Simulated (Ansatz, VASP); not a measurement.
**Nb in two plane-wave programs**

Aim: how closely do two programs agree when they are given the same cell, functional and k mesh?

Main program and level: Ansatz 0.2.0; plane waves, with VASP 6.6.1 beside it; relaxation of cell and atoms at PBE.

### 1. Starting point

The structure is cubic, space group Im-3m (No. 229). The conventional cell has a = 3.301 Å, b = 3.301 Å, c = 3.301 Å, α = 90.00°, β = 90.00°, γ = 90.00°. Nearest to Nb lie 8 Nb at 2.86 Å.

Coordinates:

```cif
data_structure
_symmetry_space_group_name_H-M 'P 1'
_symmetry_Int_Tables_number 1
_cell_length_a 2.8589
_cell_length_b 2.8589
_cell_length_c 2.8589
_cell_angle_alpha 109.471
_cell_angle_beta 109.471
_cell_angle_gamma 109.471
_cell_volume 17.99
loop_
_atom_site_label
_atom_site_type_symbol
_atom_site_fract_x
_atom_site_fract_y
_atom_site_fract_z
_atom_site_occupancy
Nb1 Nb 0.00000 0.00000 0.00000 1
```

### 2. Ansatz: relaxation of cell and atoms, PBE

Ansatz runs on its default PAW (the set named soft_2) files.

The relaxed volume is the usual yardstick between codes: its relative difference is about their pressure difference at one cell divided by the bulk modulus.

File input.yaml:

```yaml
crystal:
  lattice:
    - [-1.650605, 1.650605, 1.650605]
    - [1.650605, -1.650605, 1.650605]
    - [1.650605, 1.650605, -1.650605]
  atoms:
    - { symbol: Nb, position: [0.0, 0.0, 0.0] }
hamiltonian:
  xc: pbe
  pseudopotentials: { kind: paw }
kpoints:
  mp_grid: { grid: [9, 9, 9] }
scf:
  occupations: { method: fermi_dirac, width: 0.05 }
relax:
  f_tol: 0.01
  max_steps: 60
  cell: { stress_tol: 0.05 }
output:
  forces: true
  stress: true
```

Run with:

```sh
ansatz run input.yaml --threads 4 --pin off --max-ram 9216MiB --backend cpu --events-out ev --progress --plain --runs-dir out
```

Numbers of over 12 decimals in the logs are rounded to 6 here.

Output:

```text
Engine: ansatz 0.2.0, x86_64-unknown-linux-gnu
Pseudopotentials: kind: paw
Pseudopotential: Nb, paw, valence charge 13, recommended cutoff 420 eV (normal), Nb.paw.azcp
Functional definition: PBE
  parameter kappa = 0.804
  parameter beta = 0.066725
  exchange = pbe_x(kappa = kappa, mu = beta*pi^2/3)
  correlation = pbe_c(beta = beta)
Crystal: 1 atoms, lattice volume = 17.988 Å³
Basis set: ecut = 420 eV, 369 PW (Γ), exchange–correlation on 40×40×40 points (8 copies of the dense FFT grid, shifted against one another)
Bands: 11, of which v1, the nominal top of the filled ones, is band 7 counted from 1 (6 counted from 0)
Symmetry: 48 space group operations
Space group: Im-3m (ITA 229), of the structure as read, at distance tolerance 2.6e-5 Å
k-points: 35 of 729
Non-local potential: Nb, projectors of the file, l = 0: 3, l = 1: 2, l = 2: 2, l = 3: 1
PAW form: soft (Blöchl's): semilocal exchange-correlation on the pseudo side does not see the compensation charge
PAW one-centre angular grid: Nb, 590 points (default); XC on 64 Gauss nodes
Initial density: superposition of atomic densities (neutral atoms: chi_scale 0, normalization atom), corrected by the library's trained network
Initial wavefunctions: pseudopotential atomic-orbital guess
Functional: x = pbe(κ = 0.804, μ = 0.219515), c = pbe(β = 0.066725)
SCF iter   1: F=—  HF=-4552.298879 eV  |F-HF|=—  |Δ(HF+E_count)|=         —  Δρ=3.88e-3  dr2=1.85e-3  ethr=1.77e-3  ⟨swp⟩=5.0  Hψ=2238  notcnv=0
preconditioner: auto → none  [metal: Δε(μ)=0.078 eV  Ē_g=7.655 eV  σ=0.050 eV  W_gap=0.35  n_scr=0 (ndim 8)  ℏωp=19.6 eV  f_vac=0.000  D(μ)=1.51/eV (n_scr^D=18)]
SCF iter   2: F=—  HF=-4552.298606 eV  |F-HF|=—  |Δ(HF+E_count)|=   2.73e-4  Δρ=1.61e-3  dr2=2.14e-4  ethr=1.42e-5  ⟨swp⟩=2.2  Hψ=792  notcnv=0
SCF iter   3: F=—  HF=-4552.298621 eV  |F-HF|=—  |Δ(HF+E_count)|=   1.49e-5  Δρ=4.55e-4  dr2=1.90e-5  ethr=1.65e-6  ⟨swp⟩=1.0  Hψ=380  notcnv=0
SCF iter   4: F=—  HF=-4552.298622 eV  |F-HF|=—  |Δ(HF+E_count)|=   1.18e-6  Δρ=3.32e-5  dr2=5.54e-8  ethr=1.46e-7  ⟨swp⟩=1.0  Hψ=382  notcnv=0
iter 5 did not close the SCF: its close was put off for the readings that it lacked (scf_convergence_deferred on its scf_iter line)
SCF iter   5: F=-4552.298622 eV  HF=-4552.298622 eV  |F-HF|=7.31e-10  |Δ(HF+E_count)|=   2.78e-8  Δρ=4.93e-6  dr2=1.53e-9  ethr=4.26e-10  ⟨swp⟩=2.1  Hψ=609  notcnv=0
SCF iter   6: F=-4552.298622 eV  HF=-4552.298622 eV  |F-HF|=1.82e-11  |Δ(HF+E_count)|=  5.08e-10  Δρ=9.23e-7  dr2=3.35e-11  ethr=1.18e-11  ⟨swp⟩=1.0  Hψ=1130  notcnv=0
SCF 1 converged in 6 iterations: F = -4552.298622 eV  dr2 = 3.35e-11
  greatest PAW one-centre occupation: 0.998 electrons in one spin orbital (limit 2), on the Nb atom at site 0 (counted from 0), in its partial waves of l = 0
relax step   1: F+E_penalty+E_count = -4552.29862238 eV  Δ(F+E_penalty+E_count) = +0.000e0 eV  max|allowed force component| = 0.000e0 eV/Å  Δτ_max = 0.0000 Å  P = +1.115 GPa  Ω = 17.988 Å³  (6 SCF iters, dr2 threshold 1.00e-7 eV, accepted)
[...]
relax step   2: F+E_penalty+E_count = -4552.29669405 eV  Δ(F+E_penalty+E_count) = +1.928e-3 eV  max|allowed force component| = 0.000e0 eV/Å  Δτ_max = 0.0000 Å  P = -2.547 GPa  Ω = 18.386 Å³  energy of the carried Pulay correction = -7.364e-5 eV  (4 SCF iters, dr2 threshold 1.00e-7 eV, rejected (line search))
[...]
relax step   3: F+E_penalty+E_count = -4552.29900419 eV  Δ(F+E_penalty+E_count) = -3.818e-4 eV  max|allowed force component| = 0.000e0 eV/Å  Δτ_max = 0.0000 Å  P = -0.023 GPa  Ω = 18.107 Å³  energy of the carried Pulay correction = -2.225e-5 eV  (6 SCF iters, accepted)
[...]
relax step   4: F+E_penalty+E_count = -4552.29903307 eV  Δ(F+E_penalty+E_count) = -2.888e-5 eV  max|allowed force component| = 0.000e0 eV/Å  Δτ_max = 0.0000 Å  P = -0.024 GPa  Ω = 18.107 Å³  stress off target by 2.35e-2 GPa  SCF on the basis re-selected at this cell (its energy is not comparable with the rows above)  (4 SCF iters)
basis re-selected at this cell: Δ(F+E_penalty+E_count) = -2.888e-5 eV, ΔP = -0.001 GPa vs the last step (what re-selecting the basis moved, of the pressure what is left beyond the Pulay correction that the steps carried, after the strain that the cell walked since its last selection, with what the two solves' SCF thresholds leave and, on support functions, any second-order correction that the steps lacked; it is no measure of the basis error at this ecutwfc). This SCF's stress stands 2.35e-2 GPa from its target on what of the cell is left free (relax.cell.stress_tol is 5.00e-2 GPa) and its largest allowed force component is 0.00e0 eV/Å (relax.f_tol is 1.00e-2 eV/Å): [rest of the remark cut]
SCF converged after 4 iterations
Free energy (F): -4552.299033 eV
Harris-Foulkes:  -4552.299033 eV  (|F-HF|=1.09e-11)
Internal energy: -4552.287028 eV  (E = F + TS)
E sigma→0 (E₀):  -4552.293030 eV
Entropy (-TS):   -0.012005 eV (-12.005 meV/atom)
Fermi energy:    17.674745 eV
--- Per-component energies (eV) ---
  E_band       = -68.740508
  E_kinetic    = 395.041058
  E_local      = -696.584483  (includes V_loc(G=0)·N_el)
  E_nonlocal   = 119.918477
  E_hartree    = 216.852721
  E_xc         = -175.680490
  E_vxc        = -213.141445  (∫ρ·V_xc dr)
  E_paw        = -3073.424285  (= ΣΔE_a)
  E_vpaw       = -107.679567  (= ΣTr[D̂ρ^β])
  E_aug_tail   = 0.000006  (compensation charges beyond the density's cutoff)
  E_ewald      = -1338.410030
  E_smearing   = -0.012005  (= −TS)
  E_closure    = 0.000000  (closes the sum)
  Σ components = -4552.299033   (vs F -4552.299033, Δ=0.00e0)
--- Forces (eV/Å), atoms counted from 1 ---
  atom   1  Nb    -0.00000000    -0.00000000    -0.00000000
  max |Σ_I F_I| component: 6.37e-32 eV/Å
--- Stress (GPa, compression-positive) ---
       -0.023513       0.000000      -0.000000
        0.000000      -0.023513      -0.000000
        0.000000      -0.000000      -0.023513
  P = ⅓ Tr σ = -0.0235 GPa (-0.235 kbar)
--- Relaxed structure (3 steps of the walk, 2 accepted, 1 SCFs on fresh bases) ---
  F+E_penalty+E_count = -4552.29903307 eV   max|allowed force component| = 0.000e0 eV/Å   (the final SCF, on the basis selected at the relaxed cell)
  cell:  # Å, volume = 18.1075 Å³
    - [-1.654243, 1.654243, 1.654243]
    - [1.654243, -1.654243, 1.654243]
    - [1.654243, 1.654243, -1.654243]
  atoms:
    - { symbol: Nb, position: [0.0, 0.0, 0.0] }
```

Run time: 1.6 s. Hardware: 4 threads of AMD EPYC 9R14 (Zen 4), shared host; peak memory 0.34 GiB.

### 3. VASP: relaxation of cell and atoms, PBE

The same cell, functional, mesh and smearing now go to VASP, with its own data sets and cutoff.

Lines of VASP's logs that name or quote its potential files are left out, and so is its time.

File INCAR:

```
SYSTEM = Nb
PREC = Accurate
ENCUT = 520
EDIFF = 1E-06
NELM = 100
ISMEAR = -1
SIGMA = 0.05
LREAL = .FALSE.
ALGO = Normal
GGA = PE
NBANDS = 12
LORBIT = 11
LWAVE = .FALSE.
LCHARG = .FALSE.
KPAR = 2
IBRION = 2
NSW = 60
ISIF = 3
EDIFFG = -0.01
```

File POSCAR:

```
Nb
1.0
   -1.6506050000      1.6506050000      1.6506050000
    1.6506050000     -1.6506050000      1.6506050000
    1.6506050000      1.6506050000     -1.6506050000
Nb
1
Direct
    0.0000000000      0.0000000000      0.0000000000
```

File KPOINTS:

```
Automatic mesh
0
Gamma
9 9 9
0 0 0
```

Potentials, in the order of the species: Nb_sv (PBE family, release 64).

Run with:

```sh
mpirun -np 2 vasp_std
```

Output:

```text
[banner, memory and clock lines left out]
running    2 mpi-ranks, on    1 nodes
 distrk:  each k-point on    1 cores,    2 groups
 distr:  one band on    1 cores,    1 groups

 POSCAR found type information on POSCAR Nb
 POSCAR found :  1 types and       1 ions
 LDA part: xc-table for (Slater+PW92), standard interpolation
 POSCAR, INCAR and KPOINTS ok, starting setup
 FFT: planning ... GRIDC
 FFT: planning ... GRID_SOFT
 FFT: planning ... GRID
 WAVECAR not read
 entering main loop
       N       E                     dE             d eps       ncg     rms          rms(c)
DAV:   1     0.119060032027E+03    0.11906E+03   -0.73285E+03   840   0.109E+03
DAV:   2    -0.559481875623E+01   -0.12465E+03   -0.12006E+03   904   0.388E+02
DAV:   3    -0.103140613492E+02   -0.47192E+01   -0.44398E+01  1192   0.666E+01
DAV:   4    -0.106383035379E+02   -0.32424E+00   -0.32240E+00  1240   0.159E+01
DAV:   5    -0.106457839635E+02   -0.74804E-02   -0.74796E-02  1152   0.211E+00    0.712E+00
DAV:   6    -0.102703484551E+02    0.37544E+00   -0.58393E-01  1352   0.965E+00    0.251E+00
DAV:   7    -0.102256710169E+02    0.44677E-01   -0.18279E-01  1368   0.541E+00    0.955E-01
DAV:   8    -0.102309826798E+02   -0.53117E-02   -0.11980E-02  1012   0.144E+00    0.464E-02
DAV:   9    -0.102310539694E+02   -0.71290E-04   -0.99817E-04  1372   0.310E-01    0.436E-02
DAV:  10    -0.102310719926E+02   -0.18023E-04   -0.23305E-05  1000   0.650E-02    0.139E-02
DAV:  11    -0.102310652861E+02    0.67065E-05   -0.49883E-06  1072   0.386E-02    0.251E-03
DAV:  12    -0.102310651018E+02    0.18434E-06   -0.12735E-07   608   0.452E-03
   1 F= -.10231065E+02 E0= -.10225114E+02  d E =-.102311E+02
 curvature:   0.00 expect dE= 0.000E+00 dE for cont linesearch  0.000E+00
 trial: gam= 0.00000 g(F)=  0.117E-63 g(S)=  0.111E-02 ort = 0.000E+00 (trialstep = 0.100E+01)
 search vector abs. value=  0.111E-02
 bond charge predicted
       N       E                     dE             d eps       ncg     rms          rms(c)
DAV:   1    -0.102531929028E+02   -0.22128E-01   -0.62652E-01  1120   0.113E+01    0.118E+00
DAV:   2    -0.102321547632E+02    0.21038E-01   -0.49897E-02  1224   0.293E+00    0.358E-01
DAV:   3    -0.102297603952E+02    0.23944E-02   -0.17591E-02  1496   0.132E+00    0.206E-01
DAV:   4    -0.102301877973E+02   -0.42740E-03   -0.37798E-04  1088   0.204E-01    0.108E-01
DAV:   5    -0.102306353417E+02   -0.44754E-03   -0.11574E-03  1392   0.227E-01    0.484E-02
DAV:   6    -0.102306278695E+02    0.74722E-05   -0.31918E-05   976   0.693E-02    0.911E-03
DAV:   7    -0.102306261813E+02    0.16882E-05   -0.54051E-06  1264   0.208E-02    0.491E-03
DAV:   8    -0.102306264502E+02   -0.26888E-06   -0.25239E-07   556   0.575E-03
   2 F= -.10230626E+02 E0= -.10224582E+02  d E =0.438652E-03
 trial-energy change:    0.000439  1 .order    0.000436   -0.001114    0.001986
 step:   0.3593(harm=  0.3593)  dis= 0.00000  next Energy=   -10.231265 (dE=-0.200E-03)
 bond charge predicted
       N       E                     dE             d eps       ncg     rms          rms(c)
DAV:   1    -0.102404469290E+02   -0.98207E-02   -0.25633E-01  1120   0.726E+00    0.764E-01
DAV:   2    -0.102319070654E+02    0.85399E-02   -0.19856E-02  1208   0.185E+00    0.231E-01
DAV:   3    -0.102308738308E+02    0.10332E-02   -0.71837E-03  1496   0.854E-01    0.136E-01
DAV:   4    -0.102310667470E+02   -0.19292E-03   -0.16577E-04  1120   0.137E-01    0.678E-02
DAV:   5    -0.102312646598E+02   -0.19791E-03   -0.48479E-04  1392   0.149E-01    0.305E-02
DAV:   6    -0.102312637576E+02    0.90220E-06   -0.14099E-05   964   0.450E-02    0.438E-03
DAV:   7    -0.102312637670E+02   -0.94262E-08   -0.30113E-06  1152   0.126E-02
   3 F= -.10231264E+02 E0= -.10225273E+02  d E =-.198665E-03
 curvature:  -0.18 expect dE=-0.101E-07 dE for cont linesearch -0.101E-07
 trial: gam= 0.00000 g(F)=  0.147E-62 g(S)=  0.563E-07 ort =-0.792E-05 (trialstep = 0.872E+00)
 search vector abs. value=  0.564E-07
 reached required accuracy - stopping structural energy minimisation
```

From OUTCAR (step 3):

```text
ion  position               nearest neighbor table
   1  0.000  0.000  0.000-

  LATTYP: Found a body centered cubic cell.
 ALAT       =     3.3012100000

 Subroutine GETGRP returns: Found 48 space group operations
 (whereof 48 operations were pure point group operations)

The static configuration has the point symmetry O_h .

 Found     35 irreducible k-points:

   k-points           NKPTS =     35   k-points in BZ     NKDIM =     35   number of bands    NBANDS=     12

   dimension x,y,z NGX =    24 NGY =   24 NGZ =   24
   dimension x,y,z NGXF=    48 NGYF=   48 NGZF=   48

   ENCUT  =  520.0 eV  38.22 Ry    6.18 a.u.   5.32  5.32  5.32*2*pi/ulx,y,z

   NELECT =      13.0000    total number of electrons

 k-points in reciprocal lattice and weights: Automatic mesh
   0.00000000  0.00000000  0.00000000       0.001
   0.11111111  0.00000000  0.00000000       0.016
   0.22222222  0.00000000  0.00000000       0.016
   0.33333333  0.00000000  0.00000000       0.016
   0.44444444  0.00000000  0.00000000       0.016
   0.11111111  0.11111111  0.00000000       0.033
   0.22222222  0.11111111  0.00000000       0.066
   0.33333333  0.11111111  0.00000000       0.066
   0.44444444  0.11111111  0.00000000       0.033
[...]
-0.44444444 -0.44444444  0.33333333       0.011
  -0.44444444  0.44444444  0.44444444       0.008

 average (electrostatic) potential at core
       1 -76.8199

 E-fermi :  11.1395

 k-point     1 :       0.0000    0.0000    0.0000
  band No.  band energies     occupation
      1     -43.2314      2.00000
      2     -18.5362      2.00000
      3     -18.5362      2.00000
      4     -18.5362      2.00000
      5       5.1955      2.00000
      6      11.5060      0.00131
      7      11.5060      0.00131
      8      11.5060      0.00131
      9      14.4021      0.00000
     10      14.4021      0.00000
    ...

 k-point     2 :       0.1111    0.0000    0.0000
  band No.  band energies     occupation
      1     -43.2037      2.00000
      2     -18.7046      2.00000
      3     -18.5875      2.00000
      4     -18.5376      2.00000
      5       5.6892      2.00000
      6      11.2089      0.39946
      7      11.4110      0.00873
      8      11.9875      0.00000
      9      14.0140      0.00000
     10      14.4085      0.00000
    ...

 k-point     3 :       0.2222    0.0000    0.0000
  band No.  band energies     occupation
    ...
      3     -18.7153      2.00000
      4     -18.5412      2.00000
      5       6.8572      2.00000
      6      10.5476      1.99999
      7      11.0621      1.64973
      8      13.3571      0.00000
      9      13.8226      0.00000
     10      14.5032      0.00000
     11      25.7570      0.00000
     12      27.3023      0.00000

  Total       -0.0006239     -0.0006239     -0.0006239      0.0000000     -0.0000000      0.0000000
  in kB       -0.0553184     -0.0553184     -0.0553184      0.0000000     -0.0000000      0.0000000
  external PRESSURE =      -0.0553184 kB  Pullay stress =       0.0000000 kB

  energy-cutoff  :      520.00
  volume of cell :       18.07
      direct lattice vectors                 reciprocal lattice vectors
    -1.653115155  1.653115155  1.653115155     0.000000000  0.302459268  0.302459268
     1.653115155 -1.653115155  1.653115155     0.302459268  0.000000000  0.302459268
     1.653115155  1.653115155 -1.653115155     0.302459268  0.302459268  0.000000000

 POSITION                                       TOTAL-FORCE (eV/Angst)
 -----------------------------------------------------------------------------------
      0.00000      0.00000      0.00000         0.000000      0.000000      0.000000
 -----------------------------------------------------------------------------------
    total drift:                               -0.000000      0.000000      0.000000

  FREE ENERGIE OF THE ION-ELECTRON SYSTEM (eV)
  ---------------------------------------------------
  free  energy   TOTEN  =       -10.2312637670 eV

  energy  without entropy=      -10.2192829615  energy(sigma->0) =      -10.22527336

 reached required accuracy - stopping structural energy minimisation

 total charge
# of ion       s       p       d       tot
------------------------------------------
    1        2.219   5.997   2.506  10.722

[... 3 further parts left out ...]
```

CONTCAR:

```
Nb
   1.00000000000000
    -1.6531151551741223    1.6531151551741223    1.6531151551741223
     1.6531151551741223   -1.6531151551741223    1.6531151551741223
     1.6531151551741223    1.6531151551741223   -1.6531151551741223
  Nb
     1
Direct
     0.0000000000000000    0.0000000000000000    0.0000000000000000
```

This run has no spin polarisation. Its electron count is odd, so without a moment it is a metal by construction. The k-mesh is coarse for a metal.

### 4. Differences

Known differences besides the potentials themselves: both relaxations stop at a tolerance, which leaves soft axes loose, and VASP keeps its plane-wave basis; the cutoff is 420 eV in Ansatz and 520 eV in VASP; VASP leaves aspherical gradient terms in its spheres out (LASPH is not set), Ansatz keeps them; Ansatz adds a Pulay correction to the stress that steers its cell, VASP none. Total energies have different zeros and are not compared.

Compared:

```tsv
quantity	Ansatz	VASP	difference
volume (Å³)	18.11	18.07	+0.20 %
edge a after relaxation, in the typed setting (Å)	2.865	2.863	+0.07 %
```

The walks stopped with -0.02 GPa left in Ansatz and -0.01 GPa in VASP; each walk ends within a tolerance, so the volume difference is uncertain by about these residues over the bulk modulus, most in soft cells.

### 5. Outcome

```json
{
 "difference in volume (relaxation of cell and atoms, PBE)": "0.20 %"
}
```

What this shows: The difference in volume is 0.20 % (relaxation of cell and atoms, PBE), within the 1.2 % picked in this series as the mark of a large difference, as far as the stopping tolerances let one tell. How closely two codes agree says nothing of how well the functional describes the real material.

[Lines on the potential files, build, host, timing and source positions are cut from VASP's logs without a mark.]

[Logs are printed without paths, hosts, clocks, repeated set-up lines and the standing remarks that a program may print on its own settings, such as how far it seeks lower states.]

[Hosts, paths, dates, database ids (printed as entryN), source tags and the programs' standing remarks are cut or masked in the printed files.]
